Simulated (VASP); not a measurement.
Calculation: PBE GGA, VASP's PBE PAW potentials (set 64) (plane waves; VASP).

VASP ran on this input.

KPOINTS:
```
Automatic mesh
0
Gamma
5 5 1
0 0 0
```

**POSCAR**
```
ZnS
1
    3.8278400000     0.0000000000     0.0000000000
   -1.9139200000     3.3150070000     0.0000000000
    0.0000000000     0.0000000000    31.3102420000
Zn S
10 10
Direct
  0.6666670000   0.3333330000   0.2000000000
  0.3333330000   0.6666670000   0.7000000000
  0.0000000000   0.0000000000   0.8000000000
  0.0000000000   0.0000000000   0.3000000000
  0.6666670000   0.3333330000   0.9000000000
  0.3333330000   0.6666670000   0.4000000000
  0.3333330000   0.6666670000   0.1001000000
  0.6666670000   0.3333330000   0.6001000000
  0.0000000000   0.0000000000   0.0001000000
  0.0000000000   0.0000000000   0.5001000000
  0.6666670000   0.3333330000   0.2749000000
  0.3333330000   0.6666670000   0.7749000000
  0.0000000000   0.0000000000   0.0750000000
  0.0000000000   0.0000000000   0.5750000000
  0.6666670000   0.3333330000   0.6750000000
  0.3333330000   0.6666670000   0.1750000000
  0.0000000000   0.0000000000   0.8749000000
  0.0000000000   0.0000000000   0.3749000000
  0.3333330000   0.6666670000   0.4751000000
  0.6666670000   0.3333330000   0.9751000000
```

**INCAR**
```
SYSTEM = ZnS
PREC = Accurate; ENCUT = 300; LREAL = Auto
LASPH = T
EDIFF = 1E-6; NELM = 100; ALGO = Normal
LMAXMIX = 4
ISMEAR = 0; SIGMA = 0.05
GGA = PE
ISIF = 2
LWAVE = F; LCHARG = F
```

POTCAR, in this order: Zn S (PBE.64 set). Program: vasp_std.

Output

OSZICAR:
```
       N       E                     dE             d eps       ncg     rms          rms(c)
DAV:   1     0.129288618730E+04    0.12929E+04   -0.58309E+04  1080   0.137E+03
DAV:   2     0.132856750407E+03   -0.11600E+04   -0.11051E+04  1088   0.363E+02
DAV:   3    -0.610692347579E+02   -0.19393E+03   -0.19015E+03  1180   0.142E+02
DAV:   4    -0.724257760613E+02   -0.11357E+02   -0.11277E+02  1236   0.360E+01
DAV:   5    -0.726728002836E+02   -0.24702E+00   -0.24647E+00  1240   0.528E+00    0.224E+01
DAV:   6    -0.682551500394E+02    0.44177E+01   -0.88053E+00  1632   0.411E+01    0.169E+01
DAV:   7    -0.688782994072E+02   -0.62315E+00   -0.16365E+01  1256   0.979E+00    0.577E+00
DAV:   8    -0.684423439438E+02    0.43596E+00   -0.14107E+00  1376   0.679E+00    0.226E+00
DAV:   9    -0.684050800468E+02    0.37264E-01   -0.49711E-01  1376   0.354E+00    0.692E-01
DAV:  10    -0.684055939459E+02   -0.51390E-03   -0.21236E-02  1304   0.165E+00    0.563E-01
DAV:  11    -0.684059021091E+02   -0.30816E-03   -0.27297E-03  1264   0.219E-01    0.529E-01
DAV:  12    -0.684085937773E+02   -0.26917E-02   -0.68509E-03  1488   0.704E-01    0.261E-01
DAV:  13    -0.684071288441E+02    0.14649E-02   -0.36165E-03  1408   0.559E-01    0.225E-01
DAV:  14    -0.684070243344E+02    0.10451E-03   -0.74360E-04  1280   0.130E-01    0.129E-01
DAV:  15    -0.684070349286E+02   -0.10594E-04   -0.11302E-04  1224   0.511E-02    0.122E-01
DAV:  16    -0.684070342724E+02    0.65622E-06   -0.90395E-07   728   0.447E-03
   1 F= -.68407034E+02 E0= -.68407034E+02  d E =-.124558E-12
```

### OUTCAR
```
------------------------ aborting loop because EDIFF is reached ----------------------------------------
  FORCE on cell =-STRESS in cart. coord.  units (eV):
  Direction    XX          YY          ZZ          XY          YZ          ZX
  --------------------------------------------------------------------------------------
  Total        2.7586880      2.7586885      2.2681532      0.0000000     -0.0000000      0.0000000
  in kB       11.1247053     11.1247075      9.1465710      0.0000000     -0.0000000      0.0000000
  external PRESSURE =      10.4653279 kB  Pullay stress =       0.0000000 kB
  volume of cell :      397.31
      direct lattice vectors                 reciprocal lattice vectors
     3.827840000  0.000000000  0.000000000     0.261243939  0.150829244  0.000000000
    -1.913920000  3.315007000  0.000000000     0.000000000  0.301658488  0.000000000
     0.000000000  0.000000000 31.310242000     0.000000000  0.000000000  0.031938431
  FREE ENERGIE OF THE ION-ELECTRON SYSTEM (eV)
  ---------------------------------------------------
  free  energy   TOTEN  =       -68.4070342724 eV

  energy  without entropy=      -68.4070342724  energy(sigma->0) =      -68.40703427
```
(Selected blocks of OUTCAR.)

File OUTCAR:
```
 val. band max:        2.0596520545   @ k =   0.0000   0.0000   0.0000

 cond. band min:       4.1432058831   @ k =   0.0000   0.0000   0.0000


 Fermi energy:         2.3026844743

 k-point     1 :       0.0000    0.0000    0.0000
  band No.  band energies     occupation
      1     -11.0460      2.00000
      2     -10.9761      2.00000
      3     -10.9661      2.00000
      4     -10.7685      2.00000
      5     -10.7612      2.00000
      6     -10.4893      2.00000
      7     -10.4812      2.00000
      8     -10.2394      2.00000
      9     -10.2282      2.00000
     10     -10.1305      2.00000
     11      -4.2541      2.00000
     12      -4.2503      2.00000
     13      -4.2451      2.00000
     14      -4.2451      2.00000
     15      -4.2428      2.00000
     16      -4.2391      2.00000
     17      -4.2391      2.00000
     18      -4.2342      2.00000
     19      -4.2278      2.00000
     20      -4.2248      2.00000
     21      -4.2248      2.00000
     22      -4.2064      2.00000
     23      -4.2064      2.00000
     24      -4.1957      2.00000
     25      -4.1957      2.00000
     26      -4.1735      2.00000
     27      -4.1735      2.00000
     28      -4.1626      2.00000
     29      -4.1626      2.00000
     30      -4.1503      2.00000
     31      -4.1496      2.00000
     32      -4.1496      2.00000
     33      -4.1424      2.00000
     34      -4.1375      2.00000
     35      -4.1375      2.00000
     36      -4.1344      2.00000
     37      -4.1344      2.00000
     38      -3.9125      2.00000
     39      -3.9077      2.00000
     40      -3.7719      2.00000
     41      -3.7719      2.00000
     42      -3.7717      2.00000
     43      -3.7717      2.00000
     44      -3.7599      2.00000
     45      -3.7599      2.00000
     46      -3.7589      2.00000
     47      -3.7589      2.00000
     48      -3.7513      2.00000
     49      -3.7513      2.00000
     50      -3.7503      2.00000
     51      -3.7503      2.00000
...
```

At this cut-off the stress carries a Pulay error, which pulls relaxed volumes low.

The structure comes from a computed database's ZnS entry; how it stands against other phases isn't given here. The cell was not relaxed at this level, and its volume differs by -4.4 % from the start's.
